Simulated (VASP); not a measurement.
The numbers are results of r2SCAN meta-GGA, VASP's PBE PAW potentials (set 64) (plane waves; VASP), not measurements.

The input files of a VASP run:

**KPOINTS**
```
Automatic mesh
0
Gamma
8 8 8
0 0 0
```

### INCAR
```
LREAL=F   ! projection in real space or not
LWAVE=F
ISPIN=2   ! spin-polarised
METAGGA=R2SCAN
ISIF=3
MAGMOM=3.4 2*-0.0
LMAXMIX=4
SYSTEM=CrGe2
LMIXTAU=T
NSW=60   ! most ionic steps
LORBIT=10
EDIFF=1E-6   ! SCF stop (eV)
PREC=Accurate
ENCUT=400   ! plane-wave cut-off (eV)
LCHARG=F
IBRION=2   ! conjugate gradients
EDIFFG=-0.02   ! ionic stop
ALGO=Normal   ! blocked Davidson
SIGMA=0.1   ! width (eV)
ISMEAR=1
LASPH=T   ! aspherical one-centre terms
NELM=100   ! most electronic steps
```

POSCAR:
```
CrGe2
1
    0.0000000000     2.9929368970     2.9929368970
    2.9929368970    -0.0000000000     2.9929368970
    2.9929368970     2.9929368970    -0.0000000000
Cr Ge
1 2
Direct
  0.0000000000   0.0000000000   0.0000000000
  0.2500000000   0.2500000000   0.2500000000
  0.7500000000   0.7500000000   0.7500000000
```

POTCAR, in this order: Cr_pv Ge_d (PBE.64 set). Program: vasp_std.

The resulting files:

File OSZICAR:
```
       N       E                     dE             d eps       ncg     rms          rms(c)
DAV:   1     0.289578497229E+03    0.28958E+03   -0.18625E+04  3564   0.348E+03
DAV:   2    -0.499206833141E+01   -0.29457E+03   -0.28912E+03  3024   0.623E+02
DAV:   3    -0.462958741552E+02   -0.41304E+02   -0.40692E+02  3296   0.177E+02
DAV:   4    -0.479792221102E+02   -0.16833E+01   -0.16741E+01  3658   0.384E+01
DAV:   5    -0.480275232703E+02   -0.48301E-01   -0.48151E-01  4210   0.647E+00    0.129E+01
DAV:   6    -0.437170254335E+02    0.43105E+01   -0.36479E+01  3424   0.401E+01    0.147E+01
DAV:   7    -0.421244596556E+02    0.15926E+01   -0.13649E+01  3402   0.236E+01    0.390E+00
DAV:   8    -0.421700061488E+02   -0.45546E-01   -0.65089E-01  3656   0.412E+00    0.200E+00
DAV:   9    -0.422534642179E+02   -0.83458E-01   -0.18162E-01  3494   0.240E+00    0.160E+00
DAV:  10    -0.422744097707E+02   -0.20946E-01   -0.26827E-02  3514   0.103E+00    0.118E+00
DAV:  11    -0.422795294673E+02   -0.51197E-02   -0.67838E-03  4086   0.484E-01    0.692E-01
DAV:  12    -0.422798433334E+02   -0.31387E-03   -0.10157E-02  3614   0.609E-01    0.313E-01
DAV:  13    -0.422810320892E+02   -0.11888E-02   -0.28266E-03  3236   0.357E-01    0.147E-01
DAV:  14    -0.422811456014E+02   -0.11351E-03   -0.31078E-04  3444   0.103E-01    0.374E-02
DAV:  15    -0.422811654083E+02   -0.19807E-04   -0.70727E-05  3346   0.541E-02    0.174E-02
DAV:  16    -0.422811655872E+02   -0.17887E-06   -0.16320E-05  3024   0.255E-02    0.526E-03
DAV:  17    -0.422811709865E+02   -0.53993E-05   -0.95728E-07  2306   0.682E-03    0.429E-03
DAV:  18    -0.422811700575E+02    0.92898E-06   -0.14666E-07  1768   0.277E-03
   1 F= -.42281170E+02 E0= -.42281294E+02  d E =-.422812E+02  mag=     3.4697
```

**OUTCAR**
```
------------------------ aborting loop because EDIFF is reached ----------------------------------------
  FORCE on cell =-STRESS in cart. coord.  units (eV):
  Direction    XX          YY          ZZ          XY          YZ          ZX
  --------------------------------------------------------------------------------------
  Total       -0.0241688     -0.0241688     -0.0241688     -0.0000000     -0.0000000      0.0000000
  in kB       -0.7221765     -0.7221765     -0.7221765     -0.0000000     -0.0000000      0.0000000
  external PRESSURE =      -0.7221765 kB  Pullay stress =       0.0000000 kB
  volume of cell :       53.62
      direct lattice vectors                 reciprocal lattice vectors
     0.000000000  2.992936897  2.992936897    -0.167059987  0.167059987  0.167059987
     2.992936897  0.000000000  2.992936897     0.167059987 -0.167059987  0.167059987
     2.992936897  2.992936897  0.000000000     0.167059987  0.167059987 -0.167059987
 POSITION                                       TOTAL-FORCE (eV/Angst)
 -----------------------------------------------------------------------------------
      0.00000      0.00000      0.00000         0.000000     -0.000000     -0.000000
      1.49647      1.49647      1.49647        -0.000000     -0.000000      0.000000
      4.48941      4.48941      4.48941         0.000000      0.000000     -0.000000
 -----------------------------------------------------------------------------------
    total drift:                                0.000000      0.000000      0.000000
  FREE ENERGIE OF THE ION-ELECTRON SYSTEM (eV)
  ---------------------------------------------------
  free  energy   TOTEN  =       -42.2811700575 eV

  energy  without entropy=      -42.2815413909  energy(sigma->0) =      -42.28129384

 total charge

# of ion       s       p       d       tot
------------------------------------------
    1        0.495   6.271   4.174  10.940
    2        1.147   1.145  10.030  12.322
    3        1.147   1.145  10.030  12.322
--------------------------------------------------
tot          2.789   8.560  24.234  35.583

 magnetization (x)

# of ion       s       p       d       tot
------------------------------------------
    1        0.124   0.084   3.186   3.394
    2       -0.021  -0.046   0.023  -0.043
    3       -0.021  -0.046   0.023  -0.043
--------------------------------------------------
tot          0.082  -0.007   3.233   3.308

 reached required accuracy - stopping structural energy minimisation
```
(Selected blocks of OUTCAR.)

### OUTCAR
```
 val. band max:        6.6592289801   @ k =  -0.2500   0.2500   0.0000

 cond. band min:       6.7091312030   @ k =  -0.1250   0.1250   0.0000


 Fermi energy:         6.7084824043

 spin component 1

 k-point     1 :       0.0000    0.0000    0.0000
  band No.  band energies     occupation
      1     -39.4046      1.00000
      2     -39.4046      1.00000
      3     -39.4045      1.00000
      4     -18.5629      1.00000
      5     -18.5629      1.00000
      6     -18.5343      1.00000
      7     -18.5343      1.00000
      8     -18.5342      1.00000
      9     -18.4733      1.00000
     10     -18.4733      1.00000
     11     -18.4733      1.00000
     12     -18.4124      1.00000
     13     -18.4124      1.00000
     14      -5.9001      1.00000
     15       2.7166      1.00000
     16       2.7167      1.00000
     17       2.7167      1.00000
     18       3.1001      1.00000
     19       4.6434      1.00000
     20       4.6434      1.00000
     21       8.2320     -0.00000
     22       9.6445      0.00000
     23       9.6446      0.00000
     24       9.6446      0.00000
     25      10.0537      0.00000
     26      10.0537      0.00000

 k-point     2 :       0.1250    0.0000    0.0000
  band No.  band energies     occupation
      1     -39.4053      1.00000
      2     -39.4048      1.00000
      3     -39.4046      1.00000
      4     -18.5572      1.00000
      5     -18.5572      1.00000
      6     -18.5332      1.00000
      7     -18.5318      1.00000
      8     -18.5318      1.00000
      9     -18.4756      1.00000
     10     -18.4756      1.00000
     11     -18.4751      1.00000
     12     -18.4183      1.00000
     13     -18.4183      1.00000
     14      -5.7027      1.00000
     15       1.3599      1.00000
     16       2.8065      1.00000
     17       2.8066      1.00000
     18       4.4823      1.00000
     19       4.5918      1.00000
     20       4.5918      1.00000
...
```

The moments were started parallel, and other spin orders were not tried in this run.

The structure was generated: CrGe2 was put into the fluorite type (Fm-3m), which need not be its known phase. It was relaxed first. The start is the result of an earlier pass.
